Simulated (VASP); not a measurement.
An input for Ansatz (written as the equivalent of a VASP run, and not itself run):

Ansatz 0.2 input:
```yaml
crystal:
  lattice:
    - [0.0000000, 2.9954882, 2.9954882]
    - [2.9954882, 0.0000000, 2.9954882]
    - [2.9954882, 2.9954882, 0.0000000]
  atoms:
    - { symbol: Cd, position: [0.0000000, 0.0000000, 0.0000000] }
    - { symbol: S, position: [0.2500000, 0.2500000, 0.2500000] }
kpoints:
  mp_grid: { grid: [8, 8, 8] }
hamiltonian:
  xc: r2scan
  pseudopotentials: { kind: paw }
scf:
  occupations: { method: gaussian, width: 0.05 }
  max_iter: 100
output: { forces: true, stress: true, eigenvalues: true }
```

Translate this input to VASP (INCAR, KPOINTS, POSCAR, choice of POTCAR).

This is not unique; one that fits is 
File KPOINTS:
```
Automatic mesh
0
G
  8 8 8
```

File POSCAR:
```
CdS
1
    0.0000000000     2.9954882011     2.9954882011
    2.9954882011     0.0000000000     2.9954882011
    2.9954882011     2.9954882011     0.0000000000
Cd S
1 1
Direct
  0.0000000000   0.0000000000   0.0000000000
  0.2500000000   0.2500000000   0.2500000000
```

**INCAR**
```
SYSTEM = CdS
PREC = Accurate
ENCUT = 480
EDIFF = 1E-7
NELM = 100
ALGO = Normal
LREAL = .FALSE.
LASPH = .TRUE.
ISMEAR = 0
SIGMA = 0.05
METAGGA = R2SCAN
LMIXTAU = .TRUE.
LMAXMIX = 4
LWAVE = .FALSE.
LCHARG = .FALSE.
ISIF = 2
```

POTCAR, in this order: Cd S (PBE.64 set). Program: vasp_std.

What does not carry over: each code has its own PAW files, so the cut-off isn't converted (ENCUT is set for VASP's; basis.ecutwfc is left out, and Ansatz then takes the one that its files recommend); Ansatz stops its SCF on the density residual and VASP on the energy change (EDIFF).

The compound is CdS in the zinc blende structure, a metastable form; wurtzite is the usual one. This cell was strained or had an atom moved on purpose.
